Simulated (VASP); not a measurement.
Data:

```yaml
crystal:
  lattice:
    - [-2.22612, 2.22612, 2.22612]
    - [2.22612, -2.22612, 2.22612]
    - [2.22612, 2.22612, -2.22612]
  atoms:
    - { symbol: Eu, position: [0.00000, 0.00000, 0.00000] }
```

Method: r2SCAN meta-GGA, VASP's PBE PAW potentials (set 64) (plane waves; VASP). Run with 480 eV cut-off, 10×10×10 Γ-centred mesh, first-order Methfessel-Paxton smearing of 0.10 eV, potentials Eu_2.

The 4f electrons are frozen in the core of the lanthanide potential, so 4f levels, which can set the real gap, and their magnetism are missing.

Each row applies one change to this cell, which was relaxed at other settings and keeps the small stress of the first row; at a fixed cut-off the stress holds a Pulay part, so it need not integrate to ΔE exactly. Stress is in GPa, positive when the cell is compressed.

| change | ΔE (meV/atom) | σxx | σyy | σzz | largest shear component, with its sign (GPa) | largest force (eV/Å) |
|---|---|---|---|---|---|---|
| none | 0.0 | 0.02 | 0.02 | 0.02 | 0.00 | 0.000 |
| isotropic strain of +0.5 % | 0.2 | -0.19 | -0.19 | -0.19 | 0.00 | 0.000 |
| uniaxial strain of +1.5 % along y | 0.5 | -0.14 | -0.31 | -0.14 | 0.00 | 0.000 |
| uniaxial strain of -1.5 % along z | 0.9 | 0.16 | 0.16 | 0.35 | 0.00 | 0.000 |
| isotropic strain of -1.0 % | 2.1 | 0.42 | 0.42 | 0.42 | 0.00 | 0.000 |
| uniaxial strain of -2.0 % along y | 1.5 | 0.20 | 0.46 | 0.20 | 0.00 | 0.000 |
| isotropic strain of +2.0 % | 6.2 | -0.76 | -0.76 | -0.76 | 0.00 | 0.000 |
| biaxial strain of +1.0 % in the xz plane | 0.6 | -0.31 | -0.17 | -0.31 | 0.00 | 0.000 |
| uniaxial strain of -3.0 % along z | 3.1 | 0.29 | 0.29 | 0.69 | 0.00 | 0.000 |

Failed runs are left out, and for metals the shear rows, which the mesh's noise covers.

The compound is Eu in the bcc structure.
